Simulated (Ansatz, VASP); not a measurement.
**Two plane-wave programs on MoI**

INCAR

```
PREC = Accurate
ENCUT = 520
EDIFF = 1E-6
ISMEAR = -1
SIGMA = 0.05
LREAL = F
LASPH = T
NELM = 100
ALGO = Fast
ISIF = 2
LWAVE = F
LCHARG = F
LMAXMIX = 4
```

Contents of KPOINTS:

```
Automatic mesh
0
Gamma
  7 7 7
```

Contents of POSCAR:

```
MoI
1.0
    0.0000000000      3.1788513800      3.1788513800
    3.1788513800      0.0000000000      3.1788513800
    3.1788513800      3.1788513800      0.0000000000
Mo I
1 1
Direct
    0.0000000000      0.0000000000      0.0000000000
    0.7500000000      0.7500000000      0.7500000000
```

Contents of KPOINTS_OPT:

```
path GXWKGLUWLK,UX
20
line-mode
reciprocal
 0.0000000000  0.0000000000  0.0000000000  G
 0.5000000000  0.0000000000  0.5000000000  X

 0.5000000000  0.0000000000  0.5000000000  X
 0.5000000000  0.2500000000  0.7500000000  W

 0.5000000000  0.2500000000  0.7500000000  W
 0.3750000000  0.3750000000  0.7500000000  K

 0.3750000000  0.3750000000  0.7500000000  K
 0.0000000000  0.0000000000  0.0000000000  G

 0.0000000000  0.0000000000  0.0000000000  G
 0.5000000000  0.5000000000  0.5000000000  L

 0.5000000000  0.5000000000  0.5000000000  L
 0.6250000000  0.2500000000  0.6250000000  U

 0.6250000000  0.2500000000  0.6250000000  U
 0.5000000000  0.2500000000  0.7500000000  W

 0.5000000000  0.2500000000  0.7500000000  W
 0.5000000000  0.5000000000  0.5000000000  L

 0.5000000000  0.5000000000  0.5000000000  L
 0.3750000000  0.3750000000  0.7500000000  K

 0.6250000000  0.2500000000  0.6250000000  U
 0.5000000000  0.0000000000  0.5000000000  X
```

Contents of input.yaml:

```yaml
crystal:
  lattice:
    - [0.0, 3.17885138, 3.17885138]
    - [3.17885138, 0.0, 3.17885138]
    - [3.17885138, 3.17885138, 0.0]
  atoms:
    - { symbol: Mo, position: [0.0, 0.0, 0.0] }
    - { symbol: I, position: [0.75, 0.75, 0.75] }
hamiltonian:
  xc: lda
  pseudopotentials: { kind: paw }
kpoints:
  mp_grid: { grid: [7, 7, 7] }
  band_path:
    path:
      - [[0.0, 0.0, 0.0], [0.5, 0.0, 0.5], [0.5, 0.25, 0.75], [0.375, 0.375, 0.75], [0.0, 0.0, 0.0], [0.5, 0.5, 0.5], [0.625, 0.25, 0.625], [0.5, 0.25, 0.75], [0.5, 0.5, 0.5], [0.375, 0.375, 0.75]]
      - [[0.625, 0.25, 0.625], [0.5, 0.0, 0.5]]
    npoints: 14
scf:
  occupations: { method: fermi_dirac, width: 0.05 }
  n_extra_bands: 6
output:
  forces: true
  stress: true
  eigenvalues: true
  fatbands: false
```

The cell was built by a generator and needn't be a form met in nature.

Alike in both runs: task band structure; functional LDA; k mesh 7 × 7 × 7; occupations fermi-dirac, width 0.05 eV; no spin polarisation.

```csv
,VASP,Ansatz
version,VASP 6.6.1,Ansatz 0.2.0
potentials or method,"VASP PAW LDA potentials, release 64 (Mo_sv, I)",Ansatz PAW
plane-wave cutoff (eV),520,420
valence electrons in the cell,21,31
```

VASP gave:

| Property | Result |
| --- | --- |
| gap on the k mesh at the Fermi level (eV) | none |
| pressure (GPa) | -11.5 |

Question: Which values does Ansatz return?

Answer: gap on the k mesh at the Fermi level (eV): none; pressure (GPa): -11.6.

A gap of «none» marks a metal or a gap that the smearing closes. The two sets of potentials don't hold the same shells in valence.

Caveats: spin-orbit coupling is left out, which moves the levels of the heavy elements; an odd number of electrons without spin polarisation forces a metal; a magnetic or distorted state may lie lower; the PAW data sets come from PBE, with cores solved anew for the run's functional, which leaves a small shift of forces and pressure (Ansatz).
